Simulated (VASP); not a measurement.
The system is MoI.

```xyz
2
Lattice="3.6233 0.0000 0.0000 0.0000 3.6233 0.0000 0.0000 0.0000 5.0421" Properties=species:S:1:pos:R:3 pbc="T T T"
Mo    1.8116    1.8116    2.5210
I     0.0000    0.0000    2.5210
```

The cell was built by a generator and needn't be a form met in nature.

| Property | Result |
| --- | --- |
| Program | VASP 6.6.1 |
| Task | relaxation of cell and atoms |
| Functional | RPBE |
| Potentials or basis | VASP PAW PBE potentials, release 64 (Mo_sv, I) |
| Cutoff | 600 eV |
| k mesh | 7 × 7 × 5 |
| Occupations | fermi-dirac, width 0.05 eV |
| Spin | no spin polarisation |

At the start: pressure 12.3 GPa; volume 33.10 Å³/atom.

Where does the relaxation end?

Over 18 steps the energy falls by 668.1 meV/atom and the volume is 24.57 Å³/atom (-25.8 %); space group P4/mmm (No. 123, to 0.05 Å).

Step by step:
| step | energy change (eV) | largest force (eV/Å) | pressure (GPa) | volume (Å³) |
| --- | --- | --- | --- | --- |
| 1 | 0.0000 | 0.0000 | 12.33 | 66.19 |
| 2 | 0.2394 | 0.0000 | -6.70 | 92.47 |
| 3 | -0.5199 | 0.0000 | -1.21 | 75.90 |
| 4 | -0.5206 | 0.0000 | -0.97 | 75.62 |
| 5 | -0.5206 | 0.0000 | -0.82 | 75.42 |
| 6 | -0.5486 | 0.0000 | -0.98 | 73.69 |
| 7 | -0.6605 | 0.0000 | -1.53 | 68.49 |
| 8 | -1.0165 | 0.0000 | -2.41 | 58.04 |
| 9 | 1.0034 | 0.0000 | 51.35 | 36.96 |
| 10 | -1.0805 | 0.0000 | -2.32 | 56.44 |
| 11 | -1.2951 | 0.0000 | 3.32 | 46.73 |
| 12 | -1.2816 | 0.0000 | -1.03 | 51.24 |
| 13 | -1.3318 | 0.0000 | 0.45 | 49.09 |
| 14 | -1.3339 | 0.0000 | 1.02 | 48.50 |
| 15 | -1.2615 | 0.0000 | -2.69 | 50.46 |
| 16 | -1.3354 | 0.0000 | 0.51 | 48.73 |
| 17 | -1.3314 | 0.0000 | -1.21 | 50.13 |
| 18 | -1.3361 | 0.0000 | -0.03 | 49.13 |

Final structure:
```cif
data_structure
_symmetry_space_group_name_H-M 'P 1'
_symmetry_Int_Tables_number 1
_cell_length_a 3.9193
_cell_length_b 3.9193
_cell_length_c 3.1986
_cell_angle_alpha 90.000
_cell_angle_beta 90.000
_cell_angle_gamma 90.000
_cell_volume 49.13
loop_
_atom_site_label
_atom_site_type_symbol
_atom_site_fract_x
_atom_site_fract_y
_atom_site_fract_z
_atom_site_occupancy
Mo1 Mo 0.50000 0.50000 0.50000 1
I1 I 0.00000 0.00000 0.50000 1
```

Caveat: the volume moved by over 15 % at a fixed basis, so the end points are rough; the PAW data sets were made with another functional, which shifts forces and pressure a little; this functional lacks dispersion, which binds the layers, so the pressure and a relaxed spacing across them are unreliable; an odd number of electrons without spin polarisation forces a metal; a magnetic or distorted state may lie lower.
